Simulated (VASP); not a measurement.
Consider the following.

```
CELL_PARAMETERS angstrom
      3.11277     0.00000     0.00000
      0.00000     3.60352     0.00000
      0.00000     0.00000     7.60780
ATOMIC_POSITIONS crystal
  Al 0.50000 0.00000 0.89249
  Al 0.00000 0.50000 0.10751
  Cl 0.00000 0.00000 0.67393
  Cl 0.50000 0.50000 0.32607
  O  0.50000 0.50000 0.94924
  O  0.00000 0.00000 0.05076
```

Method: LDA (Ceperley-Alder, Perdew-Zunger), VASP's LDA PAW potentials (set 64) (plane waves; VASP). Numerical set-up: 520 eV cut-off, Gaussian smearing of 0.050 eV, potentials Al Cl O.

Give the energies of bands 6 to 19 at the high-symmetry points, in eV from the valence-band maximum.

```
band      Γ      X      S      Y      Z      U      R      T
----  -----  -----  -----  -----  -----  -----  -----  -----
6     -5.01  -5.23  -7.21  -5.73  -5.42  -5.07  -7.20  -5.66
7     -4.09  -4.57  -3.94  -3.35  -4.09  -4.68  -4.01  -3.25
8     -3.44  -4.57  -3.94  -3.35  -2.72  -4.68  -4.01  -3.25
9     -2.53  -4.16  -3.65  -2.67  -2.15  -4.16  -3.60  -2.67
10    -2.12  -4.16  -3.65  -2.67  -2.05  -4.16  -3.60  -2.67
11    -0.95  -2.10  -1.88  -1.73  -1.39  -2.48  -1.70  -2.48
12    -0.74  -2.10  -1.88  -1.73  -0.98  -2.48  -1.70  -2.48
13    -0.37  -1.26  -1.08  -1.22  -0.65  -0.89  -1.20  -0.58
14    -0.36  -1.26  -1.08  -1.22  -0.38  -0.89  -1.20  -0.58
15    -0.29  -0.05  -0.84  -0.24  -0.33  -0.05  -0.94  -0.25
16    -0.20  -0.05  -0.84  -0.24  -0.16  -0.05  -0.94  -0.25
17     5.80   6.89   7.14   7.59   6.78   6.92   6.93   7.77
18     6.84   6.89   7.14   7.59   6.83   6.92   6.93   7.77
19     7.56   9.95   7.36   8.66   7.66  10.05   7.75   8.32
```

The gap is indirect, 5.80 eV, from the valence maximum at Z-U at 0.83 to the conduction minimum at Γ.

The structure comes from a computed database's AlClO entry (Pmmn); how it stands against other phases isn't given here. It was relaxed first, which changed the volume by -5 %.
